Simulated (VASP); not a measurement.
Data:

```xyz
3
Lattice="0.0000 2.5450 2.5450 2.5450 0.0000 2.5450 2.5450 2.5450 0.0000" Properties=species:S:1:pos:R:3 pbc="T T T"
Zr     0.0000     0.0000     0.0000
O      1.2725     1.2725     1.2725
O      3.8175     3.8175     3.8175
```

These are PBE GGA, VASP's PBE PAW potentials (set 64) (plane waves; VASP) values and carry that method's errors. Numerical set-up: 520 eV cut-off, 13×13×13 Γ-centred mesh, Gaussian smearing of 0.050 eV, potentials Zr_sv O.

Question: Give the stress tensor in GPa (positive for a compressed cell).

Answer: 
```
4.00  0.00  0.00
0.00  4.00  0.00
0.00  0.00  4.00
```
The pressure is its mean diagonal, 4.00 GPa.

The compound is ZrO2 in the fluorite structure, the high-temperature cubic form, which is unstable at 0 K; the monoclinic form is the stable one. The cell was not relaxed at this level. The run is one of a series of settings (KPOINTS 13×13×13 Γ-centred mesh against the base run), some of them coarse on purpose.
